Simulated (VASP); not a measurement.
Data:

```
TiS2
1.0
    1.67684    -2.90437     0.00000
    1.67684     2.90437     0.00000
    0.00000     0.00000     5.52558
Ti S
1 2
Cartesian
  0.00000   0.00000   0.00000
  1.67684   0.96813   1.43196
  1.67684  -0.96813   4.09362
```

These are PBE GGA with D3 dispersion (Becke-Johnson damping), VASP's PBE PAW potentials (set 64) (plane waves; VASP) values and carry that method's errors. Run with 520 eV cut-off, Gaussian smearing of 0.050 eV, potentials Ti_sv S.

Q: Give the energies of bands 7 to 15 at the high-symmetry points, in eV from the Fermi level.

A: 
```csv
band,Γ,M,K,A,L,H
7,-5.71,-5.46,-4.51,-3.81,-5.56,-4.62
8,-2.76,-3.79,-4.28,-2.73,-4.79,-4.62
9,-2.76,-3.05,-4.28,-2.70,-2.94,-3.87
10,0.16,-2.91,-2.78,-2.70,-2.90,-3.30
11,0.18,-2.63,-2.78,-0.08,-1.17,-2.25
12,0.18,-1.63,-2.36,-0.08,-1.14,-2.25
13,0.54,0.17,1.29,0.51,-0.15,1.31
14,0.54,1.66,1.92,0.51,1.65,1.49
15,0.85,2.11,1.92,1.58,2.07,1.49
```

It has no gap at this level: it comes out as a metal or semimetal.

The compound is TiS2 in the 1T layered structure. It was relaxed first, which changed the volume by -6 %.
